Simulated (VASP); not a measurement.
```
Ni
1.0
    0.00000     1.71129     1.71129
    1.71129     0.00000     1.71129
    1.71129     1.71129     0.00000
Ni
1
Cartesian
  0.00000   0.00000   0.00000
```
Starting moments (μB, in the order of the record's atoms Ni): 0.6.

Method: LDA (Ceperley-Alder, Perdew-Zunger), VASP's LDA PAW potentials (set 64) (plane waves; VASP). Run with 500 eV cut-off, 18×18×18 Γ-centred mesh, first-order Methfessel-Paxton smearing of 0.10 eV, potentials Ni.

Q: Predict the cell moment, energy per atom (σ→0), band gap (on the k-mesh) with the smallest direct gap where there is one.

A: 
```yaml
band gap (on the k-mesh): none (metal, semimetal or under 0.01 eV)
cell_moment: 0.60 μB
energy per atom (σ→0): -634.9 kJ/mol of atoms
```

Q: Give the moment on each site (PAW-sphere projection).

A: 
```tsv
site	moment (μB)
Ni1	0.60
```

Only differences to runs with the same potentials and settings are physical.

The compound is Ni in the fcc structure. It was relaxed first, which changed the volume by -8 %.
